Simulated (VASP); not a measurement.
# Ga: relaxation of cell and atoms with LDA

Ga:

```xyz
2
Lattice="-2.5904 2.5904 1.3227 2.5904 -2.5904 1.3227 2.5904 2.5904 -1.3227" Properties=species:S:1:pos:R:3 pbc="T T T"
Ga    0.0000    0.0000    0.0000
Ga    0.0000    2.5904    0.6613
```

The cell was built by a generator and needn't be a form met in nature.

```
Program                : VASP 6.6.1
Task                   : relaxation of cell and atoms
Functional             : LDA
Potentials or basis    : VASP PAW LDA potentials, release 64 (Ga_d)
Cutoff                 : 600 eV
k mesh                 : 14 × 14 × 14
Occupations            : gaussian, width 0.03 eV
Spin                   : no spin polarisation
Further INCAR settings : ALGO = Normal; EDIFF = 1e-07; IBRION = 2; EDIFFG = -0.005; NSW = 90; ISIF = 3
```

- Relaxed volume: 17.74 Å³/atom
- Relaxed cell: a = 3.894 Å, b = 3.894 Å, c = 3.894 Å, α = 96.62°, β = 96.62°, γ = 140.31°
- Space group after relaxing (to 0.05 Å): I4_1/amd (No. 141)
- Energy gained by relaxing: 0.0 meV/atom
- Ionic steps: 2
- Pressure after relaxing: 0.0 GPa
- Band gap on the k mesh: none (metal or under the smearing width)

Final structure:
```
Ga
1.0
    -2.59027    2.59027    1.32208
     2.59027   -2.59027    1.32208
     2.59027    2.59027   -1.32208
Ga
2
Cartesian
  0.0000 5.1805 0.0000
  0.0000 2.5903 0.6610
```

Levels at points of the mesh, in eV from the Fermi level:
| k point | band 9 | band 10 | band 11 | band 12 | band 13 | band 14 | band 15 | band 16 | band 17 |
| --- | --- | --- | --- | --- | --- | --- | --- | --- | --- |
| (0.00, 0.00, 0.00) | -14.77 | -14.64 | -11.49 | -1.12 | -0.76 | -0.76 | 4.32 | 9.80 | 9.80 |
| (0.50, 0.00, 0.00) | -14.73 | -14.66 | -4.73 | -4.25 | -0.13 | 0.55 | 1.04 | 4.28 | 6.19 |
| (0.50, 0.50, 0.00) | -14.79 | -14.79 | -8.64 | -8.64 | 2.44 | 2.44 | 3.89 | 3.89 | 11.79 |
| (0.50, 0.50, 0.50) | -14.83 | -14.83 | -6.43 | -6.43 | -4.66 | -4.66 | 10.40 | 10.40 | 13.78 |

Run time: 63 s on 1 thread of Intel(R) Xeon(R) 6975P-C (Granite Rapids), with other jobs on the host, peak memory 0.27 GiB.
